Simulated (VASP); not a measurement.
**CsSnI$_{3}$ (space group P4/mbm): computed properties**

Method: PBEsol GGA, VASP's PBE PAW potentials (set 64) (plane waves; VASP).

* **space group**: P4/mbm (127)
* **cell**: a = b = 8.543 Å, c = 6.250 Å, α = β = γ = 90.00°
* **volume per atom**: 45.61 Å³/atom
* **band gap (over mesh and band path)**: 0.29 eV
* **smallest direct gap (over mesh and band path)**: 0.29 eV
* **band-edge character**: direct, Z to Z
* **density**: 4.60 g/cm³

CsSnI3 is modelled in the tetragonal space group P4/mbm (No. 127), Pearson symbol tP10. Cell: a = b = 8.5428 Å, c = 6.2497 Å, α = β = γ = 90.00°. Cs on 2d has 4 I at 3.902 Å and 4 I at 4.271 Å and 4 I at 4.846 Å. Sn on 2b has 6 I at 3.097–3.125 Å (octahedral). I1 on 4h is coordinated by 2 Sn at 3.097 Å and 2 Cs at 3.902 Å and 2 Cs at 4.846 Å. I2 on 2a is coordinated by 2 Sn at 3.125 Å and 4 Cs at 4.271 Å (octahedral). (Neighbours: up to the widest gap in distance over summed covalent radii, below 1.35, at either atom; cation-cation and far metal-metal contacts left out.)

Unless said otherwise, spin-orbit coupling is left out, though it shifts the bands of the heavy elements here.

The structure comes from a computed database's CsSnI3 entry (P4/mbm); how it stands against other phases isn't given here. It was relaxed first. Symmetry was kept, so distortions that lower it aren't found.
